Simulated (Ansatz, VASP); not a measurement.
# Cross-check of CdIr between VASP and Ansatz, part 2 of 2

Wanted: the spread between two codes on one cell, functional and k mesh. The cell is generated by rule, not measured, and may not be a known phase. The cell is taken from a series of VASP runs on this material, whose earlier steps may have relaxed, scaled or displaced it; both programs get it as it stands.

VASP 6.6.1 and Ansatz 0.2.0.

So far: Starting point; Ansatz: zone-centre phonons, PBE.

### 3. VASP: zone-centre phonons, PBE

Level of this step: PBE; plane waves and PAW (Cd, Ir); invented cell (VASP).

The same cell, functional, mesh and smearing now go to VASP, with its own data sets and cutoff.

Lines of VASP's logs that name or quote its potential files are left out, and so is its time.

The input, INCAR:

```
SYSTEM = CdIr
PREC = Accurate
ENCUT = 400
EDIFF = 1E-08
NELM = 100
ISMEAR = 0
SIGMA = 0.05
LREAL = .FALSE.
ALGO = Normal
GGA = PE
LORBIT = 11
LWAVE = .FALSE.
LCHARG = .FALSE.
IBRION = 8
ISIF = 2
```

The input, POSCAR:

```
CdIr
1.0
    2.7524949481      0.0000000008      0.0000000000
   -1.3762474775      2.3837305513      0.0000000000
    0.0000000000      0.0000000000      5.5618264489
Cd Ir
1 1
Direct
    0.0000000000      0.0000000000      0.0000000000
    0.0000000000      0.0000000000      0.5000000000
```

The input, KPOINTS:

```
Automatic mesh
0
Gamma
9 9 4
0 0 0
```

Potentials, in the order of the species: Cd and Ir (PBE family, release 64).

Run with:

```bash
mpirun -np 1 vasp_std
```

Numbers of over 12 decimals in the logs are rounded to 6 here.

The program printed:

```text
[banner, memory and clock lines left out]
running    1 mpi-ranks, on    1 nodes
 distrk:  each k-point on    1 cores,    1 groups
 distr:  one band on    1 cores,    1 groups

 POSCAR found type information on POSCAR CdIr
 POSCAR found :  2 types and       2 ions
 LDA part: xc-table for (Slater+PW92), standard interpolation
 POSCAR, INCAR and KPOINTS ok, starting setup
 FFT: planning ... GRIDC
 FFT: planning ... GRID_SOFT
 FFT: planning ... GRID
 WAVECAR not read
 entering main loop
       N       E                     dE             d eps       ncg     rms          rms(c)
DAV:   1     0.139208124992E+03    0.13921E+03   -0.93493E+03  1032   0.119E+03
DAV:   2    -0.455899200774E+01   -0.14377E+03   -0.13777E+03  1014   0.354E+02
DAV:   3    -0.910877365536E+01   -0.45498E+01   -0.45083E+01  1188   0.697E+01
DAV:   4    -0.914015148239E+01   -0.31378E-01   -0.31366E-01  1044   0.546E+00
DAV:   5    -0.914068722460E+01   -0.53574E-03   -0.53573E-03  1242   0.666E-01    0.935E+00
DAV:   6    -0.862212177992E+01    0.51857E+00   -0.90063E-01  1164   0.136E+01    0.570E+00
DAV:   7    -0.854095556737E+01    0.81166E-01   -0.47269E-01  1040   0.680E+00    0.204E+00
DAV:   8    -0.852299145715E+01    0.17964E-01   -0.10990E-01  1214   0.290E+00    0.123E+00
DAV:   9    -0.851792792015E+01    0.50635E-02   -0.12568E-02  1184   0.154E+00    0.167E-01
DAV:  10    -0.851757629379E+01    0.35163E-03   -0.29177E-03  1266   0.409E-01    0.109E-01
DAV:  11    -0.851746260465E+01    0.11369E-03   -0.61378E-04  1198   0.257E-01    0.185E-02
DAV:  12    -0.851745878857E+01    0.38161E-05   -0.17996E-05  1134   0.483E-02    0.603E-03
DAV:  13    -0.851745887268E+01   -0.84117E-07   -0.93623E-07  1116   0.104E-02    0.141E-03
DAV:  14    -0.851745891469E+01   -0.42005E-07   -0.10791E-07  1158   0.353E-03    0.546E-04
DAV:  15    -0.851745889817E+01    0.16518E-07   -0.91496E-09   572   0.101E-03    0.121E-04
DAV:  16    -0.851745888932E+01    0.88535E-08   -0.10843E-09   552   0.357E-04
   1 F= -.85174589E+01 E0= -.85152919E+01  d E =-.433404E-02
 Linear response reoptimize wavefunctions to high precision
DAV:   1    -0.851745888483E+01    0.44822E-08   -0.28599E-10   612   0.167E-04
DAV:   2    -0.851745888483E+01    0.36380E-11   -0.64453E-11   528   0.700E-05
 Linear response DOF=           4
 Linear response progress:
  Degree of freedom:   1/  4
       N       E                     dE             d eps       ncg     rms          rms(c)
RMM:   1    -0.409511840404E+00   -0.40951E+00   -0.20601E-01  3439   0.349E+00
RMM:   2    -0.410369440226E+00   -0.85760E-03   -0.11300E-03  3045   0.345E-01    0.473E-02
RMM:   3    -0.409694188156E+00    0.67525E-03   -0.45085E-05  3053   0.596E-02    0.272E-02
RMM:   4    -0.408820656781E+00    0.87353E-03   -0.58111E-05  3171   0.554E-02    0.781E-03
RMM:   5    -0.408820580697E+00    0.76084E-07   -0.27111E-07  3034   0.548E-03    0.678E-03
RMM:   6    -0.408756415021E+00    0.64166E-04   -0.14582E-06  3196   0.871E-03    0.907E-04
RMM:   7    -0.408753627667E+00    0.27874E-05   -0.10284E-08  3080   0.857E-04    0.778E-04
RMM:   8    -0.408754816363E+00   -0.11887E-05   -0.80947E-09  3205   0.296E-04    0.605E-04
RMM:   9    -0.408759952251E+00   -0.51359E-05   -0.21367E-08  3293   0.746E-04    0.709E-05
RMM:  10    -0.408759353031E+00    0.59922E-06   -0.15494E-08  3125   0.647E-05    0.592E-05
RMM:  11    -0.408759141332E+00    0.21170E-06   -0.48424E-10  3262   0.546E-05    0.158E-05
RMM:  12    -0.408759087413E+00    0.53919E-07   -0.42890E-10  3363   0.197E-05    0.428E-06
RMM:  13    -0.408759083005E+00    0.44077E-08   -0.32326E-11  2509   0.573E-06    0.310E-06
 first order change of Fermi-energy  -0.64748E-04
 force on displaced ion       1 direction 1 :   0.280   0.000   0.000
 Linear response progress:
  Degree of freedom:   2/  4
       N       E                     dE             d eps       ncg     rms          rms(c)
RMM:   1    -0.455346989153E+00   -0.45535E+00   -0.21027E-01  1688   0.374E+00
RMM:   2    -0.455696916431E+00   -0.34993E-03   -0.21004E-03  1454   0.465E-01    0.543E-02
RMM:   3    -0.455341126885E+00    0.35579E-03   -0.91237E-05  1461   0.787E-02    0.311E-02
RMM:   4    -0.454995793703E+00    0.34533E-03   -0.58464E-05  1505   0.569E-02    0.787E-03
RMM:   5    -0.455002868347E+00   -0.70746E-05   -0.11669E-06  1478   0.903E-03    0.553E-03
RMM:   6    -0.454997267385E+00    0.56010E-05   -0.46585E-07  1509   0.502E-03    0.169E-03
RMM:   7    -0.454995729748E+00    0.15376E-05   -0.10337E-07  1535   0.260E-03    0.373E-04
RMM:   8    -0.454995789947E+00   -0.60199E-07   -0.35359E-09  1435   0.540E-04    0.244E-04
RMM:   9    -0.454996152873E+00   -0.36293E-06   -0.21741E-09  1549   0.341E-04    0.507E-05
RMM:  10    -0.454995953304E+00    0.19957E-06   -0.37255E-11  1537   0.559E-05    0.205E-05
RMM:  11    -0.454995833966E+00    0.11934E-06    0.13400E-10  1547   0.315E-05    0.284E-06
RMM:  12    -0.454995811237E+00    0.22728E-07   -0.75313E-11  1514   0.917E-06    0.156E-06
RMM:  13    -0.454995816181E+00   -0.49441E-08   -0.17665E-10   861   0.354E-06    0.873E-07
 first order change of Fermi-energy   0.35759E-03
 force on displaced ion       1 direction 3 :  -0.000  -0.000  -7.458
 Linear response progress:
  Degree of freedom:   3/  4
       N       E                     dE             d eps       ncg     rms          rms(c)
RMM:   1    -0.169591610297E+00   -0.16959E+00   -0.13784E-01  3324   0.234E+00
RMM:   2    -0.169817890774E+00   -0.22628E-03   -0.51018E-03  3029   0.438E-01    0.108E-01
RMM:   3    -0.168869689696E+00    0.94820E-03   -0.25167E-04  3030   0.110E-01    0.610E-02
RMM:   4    -0.168013796181E+00    0.85589E-03   -0.53869E-04  3251   0.121E-01    0.124E-02
RMM:   5    -0.168015793589E+00   -0.19974E-05   -0.59019E-06  3214   0.191E-02    0.112E-02
RMM:   6    -0.167910738091E+00    0.10506E-03   -0.55600E-06  2924   0.147E-02    0.169E-03
RMM:   7    -0.167900553419E+00    0.10185E-04   -0.40087E-07  3109   0.465E-03    0.176E-03
RMM:   8    -0.167903234895E+00   -0.26815E-05    0.21358E-08  3254   0.763E-04    0.154E-03
RMM:   9    -0.167917066068E+00   -0.13831E-04   -0.14299E-07  3727   0.230E-03    0.171E-04
RMM:  10    -0.167918509554E+00   -0.14435E-05   -0.79274E-08  3243   0.410E-04    0.359E-04
RMM:  11    -0.167916030878E+00    0.24787E-05    0.20802E-08  3348   0.463E-04    0.520E-05
RMM:  12    -0.167915643910E+00    0.38697E-06    0.42247E-08  3359   0.960E-05    0.163E-05
RMM:  13    -0.167915532064E+00    0.11185E-06    0.30755E-09  2989   0.232E-05    0.564E-06
RMM:  14    -0.167915473484E+00    0.58580E-07    0.83733E-09  2865   0.153E-05    0.239E-06
RMM:  15    -0.167915483868E+00   -0.10384E-07    0.16395E-09  2112   0.601E-06    0.107E-06
RMM:  16    -0.167915488803E+00   -0.49351E-08   -0.11810E-09  1585   0.347E-06    0.760E-07
 first order change of Fermi-energy   0.66230E-03
 force on displaced ion       2 direction 1 :   0.320   0.000   0.000
 Linear response progress:
  Degree of freedom:   4/  4
       N       E                     dE             d eps       ncg     rms          rms(c)
RMM:   1    -0.234488208291E+00   -0.23449E+00   -0.18077E-01  1687   0.255E+00
RMM:   2    -0.230181507004E+00    0.43067E-02   -0.90600E-03  1411   0.582E-01    0.158E-01
RMM:   3    -0.230215978542E+00   -0.34472E-04   -0.33911E-04  1458   0.161E-01    0.910E-02
RMM:   4    -0.230791879918E+00   -0.57590E-03   -0.63651E-04  1476   0.155E-01    0.171E-02
RMM:   5    -0.230772479532E+00    0.19400E-04   -0.18043E-05  1492   0.328E-02    0.984E-03
RMM:   6    -0.230773221298E+00   -0.74177E-06   -0.52084E-06  1456   0.160E-02    0.259E-03
RMM:   7    -0.230771538892E+00    0.16824E-05   -0.61720E-07  1509   0.512E-03    0.101E-03
RMM:   8    -0.230768306947E+00    0.32319E-05   -0.87150E-08  1442   0.167E-03    0.666E-04
RMM:   9    -0.230762827661E+00    0.54793E-05   -0.71383E-09  1509   0.622E-04    0.295E-04
RMM:  10    -0.230758493235E+00    0.43344E-05   -0.11681E-08  1495   0.597E-04    0.628E-05
RMM:  11    -0.230758813900E+00   -0.32067E-06    0.34353E-10  1564   0.129E-04    0.333E-05
RMM:  12    -0.230759146106E+00   -0.33221E-06   -0.25927E-10  1443   0.526E-05    0.383E-06
RMM:  13    -0.230759147131E+00   -0.10244E-08    0.18897E-10  1432   0.175E-05    0.216E-06
 first order change of Fermi-energy  -0.45532E-03
 force on displaced ion       2 direction 3 :  -0.000  -0.000  -7.464
 Linear response finished
```

OUTCAR, selected parts (step 3):

```text
ion  position               nearest neighbor table
   1  0.000  0.000  0.000-   2 2.78   2 2.78
   2  0.000  0.000  0.500-   1 2.78   1 2.78

  LATTYP: Found a hexagonal cell.
 ALAT       =     2.7524949481
 C/A-ratio  =     2.0206491034

 Subroutine GETGRP returns: Found 24 space group operations
 (whereof 24 operations were pure point group operations)

The static configuration has the point symmetry D_6h.

 Found     36 irreducible k-points:

   k-points           NKPTS =     36   k-points in BZ     NKDIM =     36   number of bands    NBANDS=     14

   dimension x,y,z NGX =    18 NGY =   18 NGZ =   36
   dimension x,y,z NGXF=    36 NGYF=   36 NGZF=   72

   ENCUT  =  400.0 eV  29.40 Ry    5.42 a.u.   4.49  4.49  9.07*2*pi/ulx,y,z

   NELECT =      21.0000    total number of electrons

 k-points in reciprocal lattice and weights: Automatic mesh
   0.00000000  0.00000000  0.00000000       0.003
   0.11111111 -0.00000000  0.00000000       0.019
   0.22222222 -0.00000000  0.00000000       0.019
   0.33333333 -0.00000000  0.00000000       0.019
   0.44444444 -0.00000000  0.00000000       0.019
   0.11111111  0.11111111  0.00000000       0.019
   0.22222222  0.11111111  0.00000000       0.037
   0.33333333  0.11111111  0.00000000       0.037
   0.44444444  0.11111111  0.00000000       0.019
[...]
0.33333333  0.22222222  0.50000000       0.037
   0.33333333  0.33333333  0.50000000       0.006

 average (electrostatic) potential at core
       1 -37.3170       2 -53.0585

  Total        0.0065912      0.0065912      0.0048616     -0.0000000      0.0000000     -0.0000000
  in kB        0.2893821      0.2893821      0.2134485     -0.0000000      0.0000000     -0.0000000
  external PRESSURE =       0.2640709 kB  Pullay stress =       0.0000000 kB

  energy-cutoff  :      400.00
  volume of cell :       36.49
      direct lattice vectors                 reciprocal lattice vectors
     2.752494948  0.000000001  0.000000000     0.363306752  0.209755251  0.000000000
    -1.376247477  2.383730551  0.000000000    -0.000000000  0.419510502  0.000000000
     0.000000000  0.000000000  5.561826449     0.000000000  0.000000000  0.179797052

 POSITION                                       TOTAL-FORCE (eV/Angst)
 -----------------------------------------------------------------------------------
      0.00000      0.00000      0.00000         0.000000      0.000000      0.000000
      0.00000      0.00000      2.78091        -0.000000      0.000000      0.000000
 -----------------------------------------------------------------------------------
    total drift:                               -0.000000      0.000000      0.000000

 Eigenvectors and eigenvalues of the dynamical matrix
 ----------------------------------------------------

   1 f  =    5.070170 THz    31.856818 2PiTHz  169.122666 cm-1    20.968529 meV
             X         Y         Z           dx          dy          dz
      0.000000  0.000000  0.000000     0.000000   -0.000000    0.794232
      0.000000  0.000000  2.780913    -0.000000   -0.000000   -0.607614

   2 f  =    0.033289 THz     0.209162 2PiTHz    1.110409 cm-1     0.137673 meV
             X         Y         Z           dx          dy          dz
      0.000000  0.000000  0.000000    -0.237189    0.587254   -0.000000
      0.000000  0.000000  2.780913    -0.289816    0.717553   -0.000000

   3 f  =    0.033289 THz     0.209162 2PiTHz    1.110409 cm-1     0.137673 meV
             X         Y         Z           dx          dy          dz
      0.000000  0.000000  0.000000     0.587254    0.237189   -0.000000
      0.000000  0.000000  2.780913     0.717553    0.289816   -0.000000

   4 f/i=    0.000988 THz     0.006210 2PiTHz    0.032968 cm-1     0.004088 meV
             X         Y         Z           dx          dy          dz
      0.000000  0.000000  0.000000    -0.000000   -0.000000   -0.607614
      0.000000  0.000000  2.780913    -0.000000   -0.000000   -0.794232

   5 f/i=    1.008129 THz     6.334263 2PiTHz   33.627571 cm-1     4.169286 meV
             X         Y         Z           dx          dy          dz
      0.000000  0.000000  0.000000     0.717569    0.289776   -0.000000
      0.000000  0.000000  2.780913    -0.587267   -0.237156   -0.000000

   6 f/i=    1.008129 THz     6.334263 2PiTHz   33.627571 cm-1     4.169286 meV
             X         Y         Z           dx          dy          dz
      0.000000  0.000000  0.000000     0.289776   -0.717569    0.000000
      0.000000  0.000000  2.780913    -0.237156    0.587267    0.000000

 ELASTIC MODULI CONTR FROM IONIC RELAXATION (kBar)
 Direction    XX          YY          ZZ          XY          YZ          ZX
 --------------------------------------------------------------------------------
 XX           0.0000      0.0000      0.0000      0.0000      0.0000      0.0000
 YY           0.0000      0.0000      0.0000      0.0000      0.0000      0.0000
 ZZ           0.0000      0.0000      0.0000      0.0000      0.0000      0.0000
 XY           0.0000      0.0000      0.0000      0.0000      0.0000      0.0000
 YZ           0.0000      0.0000      0.0000      0.0000      0.0000      0.0000
 ZX           0.0000      0.0000      0.0000      0.0000      0.0000      0.0000
 --------------------------------------------------------------------------------
```

### 4. Comparison

Known differences besides the potentials themselves: the data sets hold 37 valence electrons in Ansatz (default PAW (the set named soft_2) files) and 21 in VASP; the cutoff is 420 eV in Ansatz and 400 eV in VASP; VASP leaves aspherical gradient terms in its spheres out (LASPH is not set), Ansatz keeps them. Total energies have different zeros and are not compared.

Both answers:

```tsv
quantity	Ansatz	VASP	difference
optical mode 1 to 2 (imaginary, printed as negative) (cm⁻¹)	-33.6	-33.6	0.0
optical mode 3 (cm⁻¹)	166.0	169.1	-1.83 %
```

Modes are paired by rising frequency and degeneracy, not by their patterns, so a pair may still set unlike modes beside each other.

### 5. What came out

```
r.m.s. difference of the optical zone-centre modes, each program's sorted by frequency (zone-centre phonons, PBE) : 1.8 cm⁻¹
difference in optical mode 3 (zone-centre phonons, PBE)                                                           : -1.8 %
```

The r.m.s. difference of the optical zone-centre modes, each program's sorted by frequency is 1.8 cm⁻¹ (zone-centre phonons, PBE). Among the rows given in per cent, the largest difference of the zone-centre phonons, PBE pair is in optical mode 3, -1.8 %. Such differences can come from data sets, numerical settings and the points named under the comparisons, not from the functional's error against experiment.

[Lines on the potential files, build, host, timing and source positions are cut from VASP's logs without a mark.]

[Logs are printed without paths, hosts, clocks, repeated set-up lines and the standing remarks that a program may print on its own settings, such as how far it seeks lower states.]

[Hosts, paths, dates, database ids (printed as entryN), source tags and the programs' standing remarks are cut or masked in the printed files.]
